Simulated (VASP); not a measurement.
# CdClO (P6_3mc) in VASP: equation of state, part 2 of 2

VASP 6.6.1. Earlier steps stand in the parts before.

## Step 6: Equation of state, PBE, 20.86 Å³/atom (volume scaled by 1.04)

Contents of INCAR:

```
SYSTEM = CdClO
PREC = Accurate
ENCUT = 520
EDIFF = 1E-7
ISMEAR = -1
SIGMA = 0.05
LREAL = .False.
LASPH = .True.
NELM = 80
ALGO = Normal
ISIF = 2
LWAVE = .False.
LCHARG = .False.
GGA = PE
NBANDS = 34
```

Contents of KPOINTS:

```
Automatic mesh
0
Gamma
  8 8 3
  0 0 0
```

Contents of POSCAR:

```
CdClO
1.0
    3.8619345703      0.0000000000      0.0000000000
   -1.9309672851      3.3445334456      0.0000000000
    0.0000000000      0.0000000000      9.6883986018
Cd Cl O
2 2 2
Direct
    0.6666666667      0.3333333333      0.0190610000
    0.3333333333      0.6666666667      0.5190610000
    0.6666666667      0.3333333333      0.3387190000
    0.3333333333      0.6666666667      0.8387190000
    0.0000000000      0.0000000000      0.0792210000
    0.0000000000      0.0000000000      0.5792210000
```

Potentials or basis: VASP PAW PBE potentials, release 64 (Cd, Cl, O).

Started as:

```sh
> cat potpaw_PBE.64/Cd/POTCAR potpaw_PBE.64/Cl/POTCAR potpaw_PBE.64/O/POTCAR > POTCAR
> mpirun -np 1 vasp_std > vasp.out
```

OUTCAR:

```text
SYSTEM = CdClO
   PREC = Accurate
   ENCUT = 520
   EDIFF = 1E-7
   ISMEAR = -1
   LREAL = .False.
   LASPH = .True.
   NELM = 80
   ISIF = 2
   GGA = PE

 Found     20 irreducible k-points:

 Following reciprocal coordinates:
            Coordinates               Weight
  0.000000  0.000000  0.000000      1.000000
  0.125000 -0.000000  0.000000      6.000000
  0.250000 -0.000000  0.000000      6.000000
[... 305 lines left out ...]
  --------------------------------------------------------------------------------------
  -------------------------------------------------------------------------------------
  Total       -3.7607216     -3.7607216     -1.5842035     -0.0000000      0.0000000      0.0000000
  in kB      -48.1492260    -48.1492260    -20.2828561     -0.0000000      0.0000000      0.0000000
  external PRESSURE =     -38.8604361 kB  Pullay stress =       0.0000000 kB

 VOLUME and BASIS-vectors are now :
 -----------------------------------------------------------------------------
  energy-cutoff  :      520.00
  volume of cell :      125.14
      direct lattice vectors                 reciprocal lattice vectors
     3.861934570  0.000000000  0.000000000     0.258937582  0.149497683  0.000000000
    -1.930967285  3.344533446  0.000000000     0.000000000  0.298995366  0.000000000
     0.000000000  0.000000000  9.688398602     0.000000000  0.000000000  0.103216232

 POSITION                                       TOTAL-FORCE (eV/Angst)
 -----------------------------------------------------------------------------------
      1.93097      1.11484      0.18467        -0.000000      0.000000      0.139522
     -0.00000      2.22969      5.02887         0.000000      0.000000      0.139522
      1.93097      1.11484      3.28164         0.000000     -0.000000      0.049379
     -0.00000      2.22969      8.12584        -0.000000      0.000000      0.049379
      0.00000      0.00000      0.76752         0.000000      0.000000     -0.188901
      0.00000      0.00000      5.61172         0.000000      0.000000     -0.188901
 -----------------------------------------------------------------------------------
    total drift:                               -0.000000     -0.000000      0.000464

  FREE ENERGIE OF THE ION-ELECTRON SYSTEM (eV)
  ---------------------------------------------------
  free  energy   TOTEN  =       -17.2849188202 eV

  energy  without entropy=      -17.1517534639  energy(sigma->0) =      -17.21833614
```

OSZICAR:

```text
N       E                     dE             d eps       ncg     rms          rms(c)
DAV:   1     0.371879747906E+03    0.37188E+03   -0.25167E+04  1360   0.137E+03
DAV:   2     0.514364234951E+01   -0.36674E+03   -0.35431E+03  1568   0.341E+02
DAV:   3    -0.206099732134E+02   -0.25754E+02   -0.25238E+02  1516   0.917E+01
DAV:   4    -0.209116438560E+02   -0.30167E+00   -0.30096E+00  1656   0.102E+01
[... 20 lines left out ...]
DAV:  25    -0.172849313569E+02    0.42205E-04   -0.38055E-05  1548   0.340E-02    0.648E-02
DAV:  26    -0.172849203912E+02    0.10966E-04   -0.13234E-05  1624   0.198E-02    0.203E-02
DAV:  27    -0.172849189194E+02    0.14718E-05   -0.18329E-06  1590   0.729E-03    0.400E-03
DAV:  28    -0.172849187742E+02    0.14526E-06   -0.18123E-07  1056   0.240E-03    0.164E-03
DAV:  29    -0.172849188202E+02   -0.46011E-07   -0.22625E-08   722   0.978E-04
   1 F= -.17284919E+02 E0= -.17218336E+02  d E =-.133165E+00
```

stdout:

```text
POSCAR found type information on POSCAR CdClO
 POSCAR found :  3 types and       6 ions
 scaLAPACK will be used
 LDA part: xc-table for (Slater+PW92), standard interpolation
 POSCAR, INCAR and KPOINTS ok, starting setup
 FFT: planning ... GRIDC
 FFT: planning ... GRID_SOFT
 FFT: planning ... GRID
 WAVECAR not read
 entering main loop
```

It took 2.3 min on 1 thread of Intel Xeon 6975P-C (Granite Rapids), shared host; peak memory 0.27 GiB.

Results:

| Property | Result |
| --- | --- |
| Free energy | -17.2849 eV |
| Pressure | -3.9 GPa |
| Largest force | 0.189 eV/Å |
| Band gap on the k mesh | none (metal or under the smearing width) |

## Step 7: Equation of state, PBE, 21.26 Å³/atom (volume scaled by 1.06)

Contents of INCAR:

```
  PREC = Accurate
  ENCUT = 520
  EDIFF = 1E-7
  ISMEAR = -1
  SIGMA = 0.05
  LREAL = False
  LASPH = True
  NELM = 100
  ALGO = Normal
  ISIF = 2
  LWAVE = False
  LCHARG = False
  GGA = PE
  NBANDS = 34
```

Contents of KPOINTS:

```
regular mesh
0
Gamma
  8 8 3
```

Changes to POSCAR since step 6:

```diff
@@ -2,5 +2,5 @@
 1.0
-    3.8619345703      0.0000000000      0.0000000000
-   -1.9309672851      3.3445334456      0.0000000000
-    0.0000000000      0.0000000000      9.6883986018
+    3.8865335429      0.0000000000      0.0000000000
+   -1.9432667714      3.3658367808      0.0000000000
+    0.0000000000      0.0000000000      9.7501098108
 Cd Cl O
```

Started as:

```sh
> cat potpaw_PBE.64/Cd/POTCAR potpaw_PBE.64/Cl/POTCAR potpaw_PBE.64/O/POTCAR > POTCAR
> mpirun -np 1 vasp_std > vasp.out
```

Run time: 99 s. Hardware: 1 thread of Intel Xeon 6975P-C (Granite Rapids), shared host; peak memory 0.29 GiB.

The run converged. Its results:

| Quantity | Value |
| --- | --- |
| Free energy | -17.2223 eV |
| Pressure | -4.5 GPa |
| Largest force | 0.259 eV/Å |
| Band gap on the k mesh | none (metal or under the smearing width) |

## Step 8: Equation of state, PBE

No new run: the results of the series are fitted here.

Results:

```
Equilibrium volume                        : 19.33 Å³/atom
Bulk modulus at fixed shape and positions : 60 GPa
Pressure derivative of the bulk modulus   : 4.8
```

Energy against volume, from the lowest point:
| volume (Å³/atom) | energy (meV/atom) |
| --- | --- |
| 18.851 | 2.24 |
| 19.252 | 0.00 |
| 19.653 | 0.93 |
| 20.054 | 4.68 |
| 20.455 | 10.94 |
| 20.856 | 19.43 |
| 21.258 | 29.87 |

Caveat: the cell was scaled at fixed shape and fractional positions, which overstates the stiffness of a crystal with free parameters, most of all of layers and chains.
